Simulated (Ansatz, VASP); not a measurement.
## Hg2Ge in two plane-wave programs

Aim: how closely do two programs agree when they are given the same cell, functional and k mesh? The cell is generated by rule, not measured, and may not be a known phase. Of the first pair: The cell is taken from a series of runs on this material, whose earlier steps may have relaxed, scaled, displaced or heated it; both programs get it as it stands.

Method: plane waves, with VASP 6.6.1 beside it; relaxation of cell and atoms at PBEsol, in Ansatz 0.2.0.

## Step 1: Set-up

The structure is cubic, space group Pn-3m (No. 224). Conventional cell: a = 5.799 Å, b = 5.799 Å, c = 5.799 Å, α = 90.00°, β = 90.00°, γ = 90.00°. Nearest to Ge lie 4 Hg at 2.51 Å. Nearest to Hg lie 2 Ge at 2.51 Å. Farther neighbours are not listed.

## Step 2: VASP: relaxation of cell and atoms, PBEsol, pair 1

The relaxed volume is the usual yardstick between codes: in a stiff, nearly cubic crystal its relative difference is about their pressure difference at one cell divided by the bulk modulus.

Lines of VASP's logs that name or quote its potential files are left out, and so is its time.

Input file INCAR:

```
SYSTEM = Hg2Ge
PREC = Accurate
ENCUT = 500
EDIFF = 1E-07
NELM = 120
ISMEAR = 0
SIGMA = 0.02
LREAL = .FALSE.
ALGO = Normal
GGA = PS
NBANDS = 47
LORBIT = 11
LWAVE = .FALSE.
LCHARG = .FALSE.
ISIF = 3
IBRION = 2
NSW = 80
EDIFFG = -0.005
LASPH = .TRUE.
GGA_COMPAT = .FALSE.
NELMIN = 4
EFERMI = MIDGAP
KPAR = 2
```

Input file POSCAR:

```
Hg2Ge
1.0
    5.7986970000      0.0000000000      0.0000000000
    0.0000000000      5.7986970000      0.0000000000
    0.0000000000      0.0000000000      5.7986970000
Ge Hg
2 4
Direct
    0.0000000000      0.0000000000      0.0000000000
    0.5000000862      0.5000000862      0.5000000862
    0.2499999569      0.2499999569      0.2499999569
    0.7500000431      0.7500000431      0.2499999569
    0.7500000431      0.2499999569      0.7500000431
    0.2499999569      0.7500000431      0.7500000431
```

Input file KPOINTS:

```
Automatic mesh
0
Gamma
4 4 4
0 0 0
```

The projector-augmented-wave data sets are Ge_d and Hg (PBE family, release 64).

Started as:

```sh
mpirun -np 2 vasp_std
```

Numbers of over 12 decimals in the logs are rounded to 6 here.

Output:

```text
[banner, memory and clock lines left out]
running    2 mpi-ranks, on    1 nodes
 distrk:  each k-point on    1 cores,    2 groups
 distr:  one band on    1 cores,    1 groups

 POSCAR found type information on POSCAR GeHg
 POSCAR found :  2 types and       6 ions
|                                                                             |
|               ----> ADVICE to this user running VASP <----                  |
|                                                                             |
|     You enforced a specific xc type in the INCAR file but a different       |
|     [... a line on the potential file left out ...]
|     I HOPE YOU KNOW WHAT YOU ARE DOING!                                     |
|                                                                             |

 LDA part: xc-table for (Slater+PW92), standard interpolation
 POSCAR, INCAR and KPOINTS ok, starting setup
 FFT: planning ... GRIDC
 FFT: planning ... GRID_SOFT
 FFT: planning ... GRID
 WAVECAR not read
 entering main loop
       N       E                     dE             d eps       ncg     rms          rms(c)
DAV:   1     0.827082628570E+03    0.82708E+03   -0.35008E+04  1207   0.270E+03
DAV:   2     0.978110529942E+02   -0.72927E+03   -0.69716E+03   954   0.876E+02
DAV:   3    -0.566620130296E+01   -0.10348E+03   -0.10195E+03  1031   0.186E+02
DAV:   4    -0.120437110820E+02   -0.63775E+01   -0.63698E+01  1073   0.510E+01
DAV:   5    -0.121844692359E+02   -0.14076E+00   -0.14075E+00   991   0.736E+00    0.921E+00
DAV:   6    -0.110131523539E+02    0.11713E+01   -0.26998E+00  1123   0.112E+01    0.570E+00
DAV:   7    -0.109059068167E+02    0.10725E+00   -0.76116E-01  1048   0.345E+00    0.228E+00
DAV:   8    -0.108948131994E+02    0.11094E-01   -0.60475E-02  1183   0.224E+00    0.466E-01
DAV:   9    -0.108937858417E+02    0.10274E-02   -0.76318E-03  1061   0.574E-01    0.132E-01
DAV:  10    -0.108936310386E+02    0.15480E-03   -0.87359E-04  1017   0.212E-01    0.650E-02
DAV:  11    -0.108936425548E+02   -0.11516E-04   -0.17963E-04  1161   0.584E-02    0.208E-02
DAV:  12    -0.108936439023E+02   -0.13474E-05   -0.29130E-05  1045   0.268E-02    0.829E-03
DAV:  13    -0.108936440051E+02   -0.10283E-06   -0.77398E-07   827   0.496E-03    0.313E-03
DAV:  14    -0.108936443075E+02   -0.30241E-06   -0.29857E-07   809   0.306E-03    0.113E-03
DAV:  15    -0.108936442925E+02    0.14945E-07   -0.11001E-07   697   0.271E-03
   1 F= -.10893644E+02 E0= -.10893644E+02  d E =-.108936E+02
 curvature:   0.00 expect dE= 0.000E+00 dE for cont linesearch  0.000E+00
 trial: gam= 0.00000 g(F)=  0.447E-39 g(S)=  0.104E-02 ort = 0.000E+00 (trialstep = 0.100E+01)
 search vector abs. value=  0.104E-02
 bond charge predicted
       N       E                     dE             d eps       ncg     rms          rms(c)
DAV:   1    -0.109172590496E+02   -0.23615E-01   -0.42844E-01  1109   0.579E+00    0.107E+00
DAV:   2    -0.108972201781E+02    0.20039E-01   -0.51242E-02  1087   0.191E+00    0.360E-01
DAV:   3    -0.108948248524E+02    0.23953E-02   -0.49389E-03  1101   0.505E-01    0.287E-01
DAV:   4    -0.108941656832E+02    0.65917E-03   -0.66158E-04  1158   0.151E-01    0.395E-02
DAV:   5    -0.108941359845E+02    0.29699E-04   -0.13577E-04   996   0.798E-02    0.175E-02
DAV:   6    -0.108941352652E+02    0.71930E-06   -0.10214E-05  1213   0.263E-02    0.796E-03
DAV:   7    -0.108941352080E+02    0.57153E-07   -0.10465E-06  1132   0.893E-03    0.210E-03
DAV:   8    -0.108941349988E+02    0.20923E-06   -0.12476E-07   624   0.305E-03    0.295E-04
DAV:   9    -0.108941350050E+02   -0.61445E-08   -0.12524E-08   498   0.709E-04
   2 F= -.10894135E+02 E0= -.10894135E+02  d E =-.490712E-03
 trial-energy change:   -0.000491  1 .order   -0.000492   -0.001044    0.000060
 step:   0.9457(harm=  0.9457)  dis= 0.00000  next Energy=   -10.894138 (dE=-0.494E-03)
 reached required accuracy - stopping structural energy minimisation
```

OUTCAR, selected parts (step 2):

```text
ion  position               nearest neighbor table
   1  0.000  0.000  0.000-   3 2.51   4 2.51   5 2.51   6 2.51
   2  0.500  0.500  0.500-   4 2.51   5 2.51   6 2.51   3 2.51
   3  0.250  0.250  0.250-   1 2.51   2 2.51
   4  0.750  0.750  0.250-   1 2.51   2 2.51
   5  0.750  0.250  0.750-   1 2.51   2 2.51
   6  0.250  0.750  0.750-   1 2.51   2 2.51

  LATTYP: Found a simple cubic cell.
 ALAT       =     5.7986970000

 Subroutine GETGRP returns: Found 48 space group operations
 (whereof 24 operations were pure point group operations)

The static configuration has the point symmetry T_d .
 The point group associated with its full space group is O_h .

 Found     10 irreducible k-points:

   k-points           NKPTS =     10   k-points in BZ     NKDIM =     10   number of bands    NBANDS=     47

   dimension x,y,z NGX =    42 NGY =   42 NGZ =   42
   dimension x,y,z NGXF=    84 NGYF=   84 NGZF=   84

   ENCUT  =  500.0 eV  36.75 Ry    6.06 a.u.  10.57 10.57 10.57*2*pi/ulx,y,z

   NELECT =      76.0000    total number of electrons

 k-points in reciprocal lattice and weights: Automatic mesh
   0.00000000  0.00000000  0.00000000       0.016
   0.25000000  0.00000000  0.00000000       0.094
   0.50000000  0.00000000  0.00000000       0.047
   0.25000000  0.25000000  0.00000000       0.188
   0.50000000  0.25000000  0.00000000       0.188
   0.50000000  0.50000000  0.00000000       0.047
   0.25000000  0.25000000  0.25000000       0.125
   0.50000000  0.25000000  0.25000000       0.188
   0.50000000  0.50000000  0.25000000       0.094
   0.50000000  0.50000000  0.50000000       0.016

 average (electrostatic) potential at core
       1 -77.3443       2 -77.3443       3 -42.2347       4 -42.2347       5 -42.2347
       6 -42.2347

 E-fermi :   1.0297

 k-point     1 :       0.0000    0.0000    0.0000
  band No.  band energies     occupation
    ...
     34      -2.4968      2.00000
     35      -2.4968      2.00000
     36       0.2911      2.00000
     37       0.2911      2.00000
     38       0.2911      2.00000
     39       1.3987      0.00000
     40       1.3987      0.00000
     41       1.5125      0.00000
     42       5.3563      0.00000
     43       5.3563      0.00000
    ...

 k-point     2 :       0.2500    0.0000    0.0000
  band No.  band energies     occupation
    ...
     34      -2.5094      2.00000
     35      -2.5094      2.00000
     36      -1.0438      2.00000
     37       0.3663      2.00000
     38       0.3663      2.00000
     39       1.7741      0.00000
     40       2.3634      0.00000
     41       2.9626      0.00000
     42       4.2940      0.00000
     43       4.4682      0.00000
    ...

 k-point     3 :       0.5000    0.0000    0.0000
  band No.  band energies     occupation
    ...
     34      -2.5213      2.00000
     35      -2.4052      2.00000
     36      -2.4052      2.00000
     37       0.4305      2.00000
     38       0.4305      2.00000
     39       2.8157      0.00000
     40       2.8157      0.00000
     41       4.2054      0.00000
     42       4.2054      0.00000
     43       4.4223      0.00000
    ...

  Total       -0.0119580     -0.0119580     -0.0119580      0.0000000      0.0000000      0.0000000
  in kB       -0.0977687     -0.0977687     -0.0977687      0.0000000      0.0000000      0.0000000
  external PRESSURE =      -0.0977687 kB  Pullay stress =       0.0000000 kB

  energy-cutoff  :      500.00
  volume of cell :      195.96
      direct lattice vectors                 reciprocal lattice vectors
     5.808397686 -0.000000000  0.000000000     0.172164520  0.000000000  0.000000000
    -0.000000000  5.808397686 -0.000000000     0.000000000  0.172164520  0.000000000
    -0.000000000 -0.000000000  5.808397686    -0.000000000  0.000000000  0.172164520

 POSITION                                       TOTAL-FORCE (eV/Angst)
 -----------------------------------------------------------------------------------
      5.80840     -0.00000      5.80840        -0.000000      0.000000     -0.000000
      2.90420      2.90420      2.90420        -0.000000      0.000000     -0.000000
      1.45210      1.45210      1.45210        -0.000000      0.000000     -0.000000
      4.35630      4.35630      1.45210         0.000000     -0.000000      0.000000
      4.35630      1.45210      4.35630        -0.000000     -0.000000      0.000000
      1.45210      4.35630      4.35630         0.000000      0.000000     -0.000000
 -----------------------------------------------------------------------------------
    total drift:                               -0.000298     -0.000298     -0.000298

  FREE ENERGIE OF THE ION-ELECTRON SYSTEM (eV)
  ---------------------------------------------------
  free  energy   TOTEN  =       -10.8941350050 eV

  energy  without entropy=      -10.8941350050  energy(sigma->0) =      -10.89413500

 reached required accuracy - stopping structural energy minimisation

 total charge
# of ion       s       p       d       tot
------------------------------------------
    1        1.131   1.239  10.017  12.387
    2        1.131   1.239  10.017  12.387
    3        0.912   0.311   9.299  10.521
    4        0.912   0.311   9.299  10.521
    5        0.912   0.311   9.299  10.521
    6        0.912   0.311   9.299  10.521
--------------------------------------------------
tot          5.909   3.720  57.231  66.860

[... 3 further parts left out ...]
```

The run keeps the 48 symmetry operations of its start, so it cannot find a distortion of lower symmetry.

## Step 3: Ansatz: relaxation of cell and atoms, PBEsol, pair 1

Ansatz runs on its default PAW (the set named soft_2) files.

The same cell, functional, mesh and smearing now go to Ansatz, which takes its cutoff from its data sets.

Input file input.yaml:

```yaml
crystal:
  lattice:
    - [5.7986974218, 0.0, 0.0]
    - [0.0, 5.7986974218, 0.0]
    - [0.0, 0.0, 5.7986974218]
  atoms:
    - { symbol: Ge, position: [0.0, 0.0, 0.0] }
    - { symbol: Ge, position: [0.5, 0.5, 0.5] }
    - { symbol: Hg, position: [0.25, 0.25, 0.25] }
    - { symbol: Hg, position: [0.75, 0.75, 0.25] }
    - { symbol: Hg, position: [0.75, 0.25, 0.75] }
    - { symbol: Hg, position: [0.25, 0.75, 0.75] }
kpoints:
  mp_grid: { grid: [4, 4, 4] }
hamiltonian:
  xc: pbesol
scf:
  occupations: { method: gaussian, width: 0.02 }
output:
  forces: true
  stress: true
  eigenvalues: true
  write_density: true
  write_potential: true
  elf: true
  volumetric_format: npy
relax:
  adjacent_minimum: "off"
  f_tol: 0.005
  max_steps: 80
  cell: { stress_tol: 0.05 }
```

Started as:

```sh
ansatz run input.yaml --threads 8 --pin off --max-ram 14336MiB --backend cpu --events-out ev --progress --plain --runs-dir out
```

Output:

```text
Engine: ansatz 0.2.0, aarch64-unknown-linux-gnu
Pseudopotentials: kind: paw
Pseudopotential: Ge, paw, valence charge 14, recommended cutoff 420 eV (normal), Ge.paw.azcp
Pseudopotential: Hg, paw, valence charge 20, recommended cutoff 420 eV (normal), Hg.paw.azcp
Functional definition: PBEsol
  exchange = pbesol_x
  correlation = pbesol_c
Crystal: 6 atoms, lattice volume = 194.981 Å³
Basis set: ecut = 420 eV, 3791 PW (Γ), exchange–correlation on 80×80×80 points (8 copies of the dense FFT grid, shifted against one another)
Bands: 65, of which v1, the nominal top of the filled ones, is band 54 counted from 1 (53 counted from 0)
Symmetry: 48 space group operations
Space group: Pn-3m (ITA 224), of the structure as read, at distance tolerance 5.8e-5 Å
k-points: 10 of 64
Non-local potential: Ge, projectors of the file, l = 0: 2, l = 1: 2, l = 2: 3, l = 3: 1
Non-local potential: Hg, projectors of the file, l = 0: 3, l = 1: 2, l = 2: 2, l = 3: 1
PAW form: soft (Blöchl's): semilocal exchange-correlation on the pseudo side does not see the compensation charge
PAW frozen core: Ge, regenerated for the run's functional, and the local potential with it (the file was generated under x = pbe(κ = 0.804, μ = 0.219515), c = pbe(β = 0.066725))
PAW frozen core: Hg, regenerated for the run's functional, and the local potential with it (the file was generated under x = pbe(κ = 0.804, μ = 0.219515), c = pbe(β = 0.066725))
PAW one-centre angular grid: Ge, 590 points (default); XC on 64 Gauss nodes
PAW one-centre angular grid: Hg, 590 points (default); XC on 64 Gauss nodes
Initial density: superposition of atomic densities (neutral atoms: chi_scale 0, normalization atom), corrected by the library's trained network
Initial wavefunctions: pseudopotential atomic-orbital guess
Functional: x = pbesol(κ = 0.804, μ = 0.123457), c = pbesol(β = 0.046)
SCF iter   1: F=—  HF=-63177.842088 eV  |F-HF|=—  |Δ(HF+E_count)|=         —  Δρ=2.48e-3  dr2=2.63e-2  ethr=1.77e-3  ⟨swp⟩=6.2  Hψ=2431  notcnv=0
preconditioner: auto → Resta (q_TF=auto, 2.472 Å⁻¹)  ε∞=3.5  [insulator: Δε(μ)=0.777 eV  Ē_g=14.730 eV  σ=0.020 eV  W_gap=1.00  n_scr=56 (ndim 8)  ℏωp=23.2 eV  f_vac=0.202  D(μ)=0.00/eV (n_scr^D=0)  ε∞_Penn≈3.5]
SCF iter   2: F=—  HF=-63177.838899 eV  |F-HF|=—  |Δ(HF+E_count)|=   3.19e-3  Δρ=1.18e-3  dr2=5.59e-3  ethr=2.44e-5  ⟨swp⟩=2.0  Hψ=1015  notcnv=0  defer=50
SCF iter   3: F=—  HF=-63177.838657 eV  |F-HF|=—  |Δ(HF+E_count)|=   2.42e-4  Δρ=3.23e-4  dr2=4.12e-4  ethr=5.18e-6  ⟨swp⟩=2.0  Hψ=934  notcnv=0  defer=50
SCF iter   4: F=—  HF=-63177.838932 eV  |F-HF|=—  |Δ(HF+E_count)|=   2.74e-4  Δρ=1.55e-4  dr2=7.78e-5  ethr=3.81e-7  ⟨swp⟩=2.1  Hψ=852  notcnv=0  defer=50
SCF iter   5: F=—  HF=-63177.839051 eV  |F-HF|=—  |Δ(HF+E_count)|=   1.20e-4  Δρ=3.67e-5  dr2=2.05e-6  ethr=7.21e-8  ⟨swp⟩=2.0  Hψ=880  notcnv=0  defer=50
SCF iter   6: F=—  HF=-63177.839053 eV  |F-HF|=—  |Δ(HF+E_count)|=   1.25e-6  Δρ=1.31e-5  dr2=2.96e-7  ethr=1.90e-9  ⟨swp⟩=2.0  Hψ=980  notcnv=0  defer=50
SCF iter   7: F=-63177.839053 eV  HF=-63177.839053 eV  |F-HF|=2.07e-8  |Δ(HF+E_count)|=   8.06e-8  Δρ=4.78e-6  dr2=6.46e-8  ethr=9.26e-11  ⟨swp⟩=13.6  Hψ=5043  notcnv=0
SCF 1 converged in 7 iterations: F = -63177.839053 eV  dr2 = 6.46e-8
  greatest PAW one-centre occupation: 1.000 electrons in one spin orbital (limit 2), on the Hg atom at site 5 (counted from 0), in its partial waves of l = 0
relax step   1: F+E_penalty+E_count = -63177.83905259 eV  Δ(F+E_penalty+E_count) = +0.000e0 eV  max|allowed force component| = 8.481e-18 eV/Å  Δτ_max = 0.0000 Å  P = -0.000 GPa  Ω = 194.981 Å³  (7 SCF iters, dr2 threshold 1.00e-7 eV, accepted)
Initial density: handed on by an earlier stage of this run
Initial wavefunctions: pseudopotential atomic-orbital guess (no wavefunctions were taken with the density)
iter 1 solved again at ethr=1.74e-7 eV; its pass at ethr=3.10e-3 eV (dr2=1.87e-4 eV) is discarded
SCF iter   1: F=—  HF=-63177.839003 eV  |F-HF|=—  |Δ(HF+E_count)|=         —  Δρ=4.88e-6  dr2=5.77e-8  ethr=1.74e-7  ⟨swp⟩=3.0  Hψ=3984  notcnv=0
eigensolver tolerance schedule: the retry pair's looser diagonalisation over-reported the residual by 3246.61 of it (diagonalisation noise at 0.22 of the residual, at the tolerance the schedule requests for it); recorded, not acted on — ethr = c·dr2/N_el stays at c = 1.0e-1
preconditioner: auto → Resta (q_TF=auto, 2.472 Å⁻¹)  ε∞=3.5  [insulator: Δε(μ)=0.717 eV  Ē_g=14.735 eV  σ=0.020 eV  W_gap=1.00  n_scr=56 (ndim 8)  ℏωp=23.2 eV  f_vac=0.196  D(μ)=0.00/eV (n_scr^D=0)  ε∞_Penn≈3.5]
SCF iter   2: F=—  HF=-63177.839053 eV  |F-HF|=—  |Δ(HF+E_count)|=   4.95e-5  Δρ=2.49e-6  dr2=1.76e-8  ethr=5.35e-11  ⟨swp⟩=2.7  Hψ=1076  notcnv=0
SCF iter   3: F=—  HF=-63177.839053 eV  |F-HF|=—  |Δ(HF+E_count)|=   1.71e-8  Δρ=1.50e-6  dr2=6.83e-9  ethr=1.63e-11  ⟨swp⟩=2.0  Hψ=709  notcnv=0
SCF iter   4: F=—  HF=-63177.839053 eV  |F-HF|=—  |Δ(HF+E_count)|=   1.30e-8  Δρ=3.10e-7  dr2=3.30e-10  ethr=6.33e-12  ⟨swp⟩=2.0  Hψ=930  notcnv=0
SCF iter   5: F=-63177.839053 eV  HF=-63177.839053 eV  |F-HF|=2.91e-11  |Δ(HF+E_count)|=  3.35e-10  Δρ=8.79e-8  dr2=2.87e-11  ethr=1.00e-12  ⟨swp⟩=6.2  Hψ=2759  notcnv=0
SCF 2 converged in 5 iterations: F = -63177.839053 eV  dr2 = 2.87e-11
relax step   2: F+E_penalty+E_count = -63177.83905264 eV  Δ(F+E_penalty+E_count) = -5.326e-8 eV  max|allowed force component| = 6.553e-18 eV/Å  Δτ_max = 0.0000 Å  P = -0.000 GPa  Ω = 194.981 Å³  stress off target by 2.11e-4 GPa  SCF on the basis re-selected at this cell (its energy is not comparable with the rows above)  (5 SCF iters)
basis re-selected at this cell: Δ(F+E_penalty+E_count) = -5.326e-8 eV, ΔP = -0.000 GPa vs the last step (what re-selecting the basis moved, of the pressure what is left beyond the Pulay correction that the steps carried, after the strain that the cell walked since its last selection, with what the two solves' SCF thresholds leave and, on support functions, any second-order correction that the steps lacked; it is no m [...]
SCF converged after 5 iterations
Free energy (F): -63177.839053 eV
Harris-Foulkes:  -63177.839053 eV  (|F-HF|=2.91e-11)
Internal energy: -63177.839053 eV  (E = F + TS)
E sigma→0 (E₀):  -63177.839053 eV
Fermi energy:    7.739802 eV
--- Per-component energies (eV) ---
  E_band       = -2426.474671
  E_kinetic    = 2639.587993
  E_local      = -18934.411567  (includes V_loc(G=0)·N_el)
  E_nonlocal   = 1141.196715
  E_hartree    = 8152.360124
  E_xc         = -1024.209292
  E_vxc        = -1173.905892  (∫ρ·V_xc dr)
  E_paw        = -43160.740614  (= ΣΔE_a)
  E_vpaw       = -2403.666842  (= ΣTr[D̂ρ^β])
  E_aug_tail   = 0.004170  (compensation charges beyond the density's cutoff)
  E_ewald      = -11994.777060
  E_core_change = 3.150478  (= ΣΔE_core)
  E_smearing   = -0.000000  (= −TS)
  E_closure    = 0.000000  (closes the sum)
  Σ components = -63177.839053   (vs F -63177.839053, Δ=0.00e0)
--- Forces (eV/Å), atoms counted from 1 ---
  atom   1  Ge    -0.00000000    -0.00000000     0.00000000
  atom   2  Ge     0.00000000    -0.00000000    -0.00000000
  atom   3  Hg    -0.00000000     0.00000000     0.00000000
  atom   4  Hg    -0.00000000     0.00000000    -0.00000000
  atom   5  Hg    -0.00000000     0.00000000     0.00000000
  atom   6  Hg    -0.00000000     0.00000000    -0.00000000
  max |Σ_I F_I| component: 6.94e-18 eV/Å
--- Stress (GPa, compression-positive) ---
       -0.000211       0.000000       0.000000
        0.000000      -0.000211       0.000000
        0.000000       0.000000      -0.000211
  P = ⅓ Tr σ = -0.0002 GPa (-0.002 kbar)
--- Band table (eV; the first three rows and the last of 10) ---
  k-point 0: bands = [... 50 lower, 4.2325, 6.9989, 6.9989, 6.9989, 8.0981, 8.0981, 8.2704, 12.0665, ... 7 higher]
  k-point 1: bands = [... 50 lower, 4.2189, 5.6758, 7.0796, 7.0796, 8.4761, 9.0753, 9.7066, 11.0062, ... 7 higher]
  k-point 2: bands = [... 50 lower, 4.3118, 4.3118, 7.1495, 7.1495, 9.5235, 9.5235, 10.9393, 10.9393, ... 7 higher]
  k-point 9: bands = [... 50 lower, 3.5603, 5.6465, 5.6465, 5.6465, 10.2147, 10.5887, 10.5887, 10.5887, ... 7 higher]
--- Relaxed structure (1 steps of the walk, 1 accepted, 1 SCFs on fresh bases) ---
  F+E_penalty+E_count = -63177.83905264 eV   max|allowed force component| = 6.553e-18 eV/Å   (the final SCF, on the basis selected at the relaxed cell)
  cell:  # Å, volume = 194.9806 Å³
    - [5.7986974218, 0.0, 0.0]
    - [0.0, 5.7986974218, 0.0]
    - [0.0, 0.0, 5.7986974218]
  atoms:
    - { symbol: Ge, position: [0.0, 0.0, 0.0] }
    - { symbol: Ge, position: [0.5, 0.5, 0.5] }
    - { symbol: Hg, position: [0.25, 0.25, 0.25] }
    - { symbol: Hg, position: [0.750000, 0.750000, 0.25] }
    - { symbol: Hg, position: [0.750000, 0.25, 0.750000] }
    - { symbol: Hg, position: [0.25, 0.750000, 0.750000] }
```

[end of part 1 of 2]

[Lines on the potential files, build, host, timing and source positions are cut from VASP's logs without a mark.]

[Logs are printed without paths, hosts, clocks, repeated set-up lines and the standing remarks that a program may print on its own settings, such as how far it seeks lower states.]

[Hosts, paths, dates, database ids (printed as entryN), source tags and the programs' standing remarks are cut or masked in the printed files.]
